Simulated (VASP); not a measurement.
Here is a VASP 6.6.1 calculation.

The input INCAR:

```
SYSTEM = Mg2CdO3
PREC = Accurate
ENCUT = 520
EDIFF = 1E-6
ISMEAR = 0
SIGMA = 0.03
LREAL = .False.
LASPH = .True.
NELM = 120
ALGO = Normal
ISIF = 3
LWAVE = .False.
LCHARG = .False.
GGA = PE
IBRION = 2
NSW = 90
EDIFFG = -0.01
KPAR = 4
```

KPOINTS

```
regular mesh
0
Gamma
  6 6 6
  0 0 0
```

The input POSCAR:

```
Mg2CdO3
1.0
    5.1430000000     -2.9590000000      0.0000000000
    5.1430000000      2.9590000000      0.0000000000
    0.0000000000      0.0000000000      5.3400000000
Mg Cd O
4 2 6
Direct
    0.8347677200      0.5062783600      0.5031835200
    0.1652322800      0.4937216400      0.0031835200
    0.5062783600      0.8347677200      0.0031835200
    0.4937216400      0.1652322800      0.5031835200
    0.1747211900      0.8252788100      0.4878277200
    0.8252788100      0.1747211900      0.9878277200
    0.5321178600      0.8332331000      0.3752809000
    0.1667669000      0.4678821400      0.3752809000
    0.1968570500      0.8031429500      0.9170412000
    0.8332331000      0.5321178600      0.8752809000
    0.4678821400      0.1667669000      0.8752809000
    0.8031429500      0.1968570500      0.4170412000
```

Potentials or basis: VASP PAW PBE potentials, release 64 (Mg, Cd, O).

The run is started by

```sh
$ cat potpaw_PBE.64/Mg/POTCAR potpaw_PBE.64/Cd/POTCAR potpaw_PBE.64/O/POTCAR > POTCAR
$ mpirun -np 4 vasp_std > vasp.out
```

(1) Predict the band gap on the k mesh.

(2) Predict the relaxed cell.

(3) Predict the space group after relaxing (to 0.05 Å).

(4) Predict the relaxed volume.

## Answers

(1) 1.87 eV, indirect (least direct gap 1.94 eV).

(2) a = 5.931 Å, b = 5.931 Å, c = 5.351 Å, α = 90.00°, β = 90.00°, γ = 59.82°.

(3) Cmc2_1 (No. 36).

(4) 13.56 Å³/atom.
